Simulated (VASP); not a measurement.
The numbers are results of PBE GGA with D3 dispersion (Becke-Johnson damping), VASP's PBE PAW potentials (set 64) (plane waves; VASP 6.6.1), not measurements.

A VASP calculation is set up with these files.

KPOINTS:
```
Automatic mesh
0
Gamma
16 16 9
0 0 0
```

**INCAR**
```
SYSTEM = Ti
PREC = Accurate; ENCUT = 520; LREAL = .FALSE.
LASPH = .TRUE.
EDIFF = 1E-7; NELM = 100; ALGO = Normal
LMAXMIX = 4
ISMEAR = -5
GGA = PE; IVDW = 12
ISIF = 2
LWAVE = .FALSE.; LCHARG = .TRUE.; LORBIT = 11
NEDOS = 601
```

### POSCAR
```
Ti
1
    1.4414469952    -2.4966594869     0.0000000000
    1.4414469952     2.4966594869     0.0000000000
    0.0000000000     0.0000000000     4.5751589847
Ti
2
Direct
  0.3333330000   0.6666670000   0.2500000000
  0.6666670000   0.3333330000   0.7500000000
```

POTCAR, in this order: Ti_sv (PBE.64 set). Program: vasp_std.

What VASP printed:

OUTCAR:
```
 ion  position               nearest neighbor table
   1  0.333  0.667  0.250-   2 2.83   2 2.83   2 2.83   2 2.83   2 2.83   2 2.83
   2  0.667  0.333  0.750-   1 2.83   1 2.83   1 2.83   1 2.83   1 2.83   1 2.83
  LATTYP: Found a hexagonal cell.
 ALAT       =     2.8828940379
 C/A-ratio  =     1.5870021321
 Subroutine PRICEL returns:
 Original cell was already a primitive cell.
 Subroutine GETGRP returns: Found 24 space group operations
The static configuration has the point symmetry D_3d.
 The point group associated with its full space group is D_6h.
The dynamic configuration has the point symmetry D_3d.
 Subroutine INISYM returns: Found 24 space group operations
 Subroutine IBZKPT returns following result:
 Found    150 irreducible k-points:

 Following reciprocal coordinates:
            Coordinates               Weight
  0.000000  0.000000  0.000000      1.000000
  0.062500  0.000000  0.000000      6.000000
  0.125000  0.000000  0.000000      6.000000
  0.187500  0.000000  0.000000      6.000000
  0.250000  0.000000  0.000000      6.000000
  0.312500  0.000000  0.000000      6.000000
  0.375000  0.000000  0.000000      6.000000
...
```

### OSZICAR
```
       N       E                     dE             d eps       ncg     rms          rms(c)
DAV:   1     0.247843153316E+03    0.24784E+03   -0.13684E+04  4816   0.189E+03
DAV:   2     0.111170338289E+02   -0.23673E+03   -0.23549E+03  4944   0.496E+02
DAV:   3    -0.163948547022E+02   -0.27512E+02   -0.27399E+02  9488   0.138E+02
DAV:   4    -0.174810150813E+02   -0.10862E+01   -0.10861E+01  4936   0.291E+01
DAV:   5    -0.175399369187E+02   -0.58922E-01   -0.58925E-01  7928   0.469E+00    0.125E+01
DAV:   6    -0.156247992123E+02    0.19151E+01   -0.70055E+00  5680   0.317E+01    0.333E+00
DAV:   7    -0.156141236170E+02    0.10676E-01   -0.81383E-01  7224   0.796E+00    0.208E+00
DAV:   8    -0.156476324013E+02   -0.33509E-01   -0.23742E-01  5616   0.642E+00    0.740E-01
DAV:   9    -0.156381557219E+02    0.94767E-02   -0.54013E-02  5752   0.278E+00    0.720E-02
DAV:  10    -0.156384368246E+02   -0.28110E-03   -0.27715E-03  7624   0.440E-01    0.882E-02
DAV:  11    -0.156384500802E+02   -0.13256E-04   -0.20012E-04  6216   0.139E-01    0.282E-02
DAV:  12    -0.156384381696E+02    0.11911E-04   -0.30626E-05  6272   0.509E-02    0.317E-03
DAV:  13    -0.156384401318E+02   -0.19622E-05   -0.77421E-07  6296   0.834E-03    0.579E-04
DAV:  14    -0.156384408935E+02   -0.76178E-06   -0.13368E-07  3928   0.312E-03    0.320E-04
DAV:  15    -0.156384410897E+02   -0.19615E-06   -0.30594E-08  3072   0.158E-03    0.137E-04
DAV:  16    -0.156384410774E+02    0.12248E-07   -0.10977E-08  3000   0.937E-04
   1 F= -.16910659E+02 E0= -.16910659E+02  d E =0.000000E+00
```

### OUTCAR
```
------------------------ aborting loop because EDIFF is reached ----------------------------------------
 Edisp (eV)   -1.27222
  FORCE on cell =-STRESS in cart. coord.  units (eV):
  Direction    XX          YY          ZZ          XY          YZ          ZX
  --------------------------------------------------------------------------------------
  Total      -0.01635    -0.01635    -0.04598     0.00000     0.00000     0.00000
  in kB      -0.79567    -0.79567    -2.23723     0.00000     0.00000     0.00000
  external pressure =       -1.28 kB  Pullay stress =        0.00 kB
  volume of cell :       32.93
      direct lattice vectors                 reciprocal lattice vectors
     1.441446995 -2.496659487  0.000000000     0.346873664 -0.200267599  0.000000000
     1.441446995  2.496659487  0.000000000     0.346873664  0.200267599  0.000000000
     0.000000000  0.000000000  4.575158985     0.000000000  0.000000000  0.218571639
 POSITION                                       TOTAL-FORCE (eV/Angst)
 -----------------------------------------------------------------------------------
      1.44145      0.83222      1.14379        -0.000000      0.000000      0.000000
      1.44145     -0.83222      3.43137         0.000000     -0.000000      0.000000
 -----------------------------------------------------------------------------------
    total drift:                               -0.000171      0.001053     -0.000018
  FREE ENERGIE OF THE ION-ELECTRON SYSTEM (eV)
  ---------------------------------------------------
  free  energy   TOTEN  =       -16.9106589716 eV

  energy  without entropy=      -16.9106589716  energy(sigma->0) =      -16.91065897

 total charge

# of ion       s       p       d       tot
------------------------------------------
    1        2.261   6.132   1.922  10.315
    2        2.261   6.132   1.922  10.315
--------------------------------------------------
tot          4.522  12.264   3.843  20.629
```
(Selected blocks of OUTCAR.)

OUTCAR:
```
 val. band max:        8.9375802703   @ k =   0.0000   0.0000   0.3333

 cond. band min:       8.9054163471   @ k =   0.2500   0.2500   0.4444


 Fermi energy:         8.9380450088

 k-point     1 :       0.0000    0.0000    0.0000
  band No.  band energies     occupation
      1     -47.8610      2.00000
      2     -47.6928      2.00000
      3     -24.5136      2.00000
      4     -23.7533      2.00000
      5     -23.7533      2.00000
      6     -23.6767      2.00000
      7     -23.6365      2.00000
      8     -23.6365      2.00000
      9       2.5787      2.00000
     10       6.0879      2.00000
     11       9.7195      0.00000
     12       9.7195      0.00000
     13       9.8175      0.00000
     14       9.8255      0.00000
     15      10.2549      0.00000
     16      10.2549      0.00000

 k-point     2 :       0.0625    0.0000    0.0000
  band No.  band energies     occupation
      1     -47.8563      2.00000
      2     -47.6908      2.00000
      3     -24.5034      2.00000
      4     -23.7745      2.00000
      5     -23.7604      2.00000
      6     -23.6810      2.00000
      7     -23.6587      2.00000
      8     -23.6392      2.00000
      9       2.6948      2.00000
     10       6.1805      2.00000
     11       9.4784     -0.01732
     12       9.5755      0.00000
     13       9.8028      0.00000
     14      10.0167      0.00000
     15      10.1952      0.00000
     16      10.3292      0.00000

 k-point     3 :       0.1250    0.0000    0.0000
  band No.  band energies     occupation
      1     -47.8425      2.00000
      2     -47.6855      2.00000
      3     -24.4736      2.00000
      4     -23.8353      2.00000
      5     -23.7801      2.00000
      6     -23.7210      2.00000
      7     -23.6937      2.00000
      8     -23.6473      2.00000
      9       3.0343      2.00000
     10       6.4372      2.00000
     11       9.0456      0.76310
     12       9.1267     -0.01021
     13      10.0047      0.00000
...
```

For a metal the tetrahedron method with Blöchl corrections gives inexact stress and forces.

The compound is Ti in the hcp structure. It was relaxed first, which changed the volume by -7 %.
